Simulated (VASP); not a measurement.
```yaml
crystal:
  lattice:
    - [3.60818, 0.00000, 0.00000]
    - [0.00000, 3.60818, 0.00000]
    - [0.00000, 0.00000, 3.60818]
  atoms:
    - { symbol: Fe, position: [0.00000, 0.00000, 0.00000], spin: 3.0 }
    - { symbol: Ni, position: [0.00000, 0.50000, 0.50000], spin: 0.7 }
    - { symbol: Ni, position: [0.50000, 0.00000, 0.50000], spin: 0.7 }
    - { symbol: Ni, position: [0.50000, 0.50000, 0.00000], spin: 0.7 }
```

These are revPBE GGA, VASP's PBE PAW potentials (set 64) (plane waves; VASP) values and carry that method's errors. Run with 520 eV cut-off, 9×9×9 Γ-centred mesh, first-order Methfessel-Paxton smearing of 0.10 eV, potentials Fe Ni.

Q: Predict the cell moment, energy per atom (σ→0), pressure, band gap (on the k-mesh) with the smallest direct gap where there is one.

A: 
```yaml
band gap (on the k-mesh): none (metal, semimetal or under 0.01 eV)
cell_moment: 4.97 μB
energy per atom (σ→0): -5.846 eV/atom
pressure: -5.10 GPa
```

Q: Give the moment on each site (PAW-sphere projection).

A: 
```csv
site,moment (μB)
Fe1,3.00
Ni2,0.68
Ni3,0.68
Ni4,0.68
```

Only differences to runs with the same potentials and settings are physical.

The compound is Ni3Fe in the L1_2 structure. This cell is one point of a volume scan, at 1.03 of the reference volume.
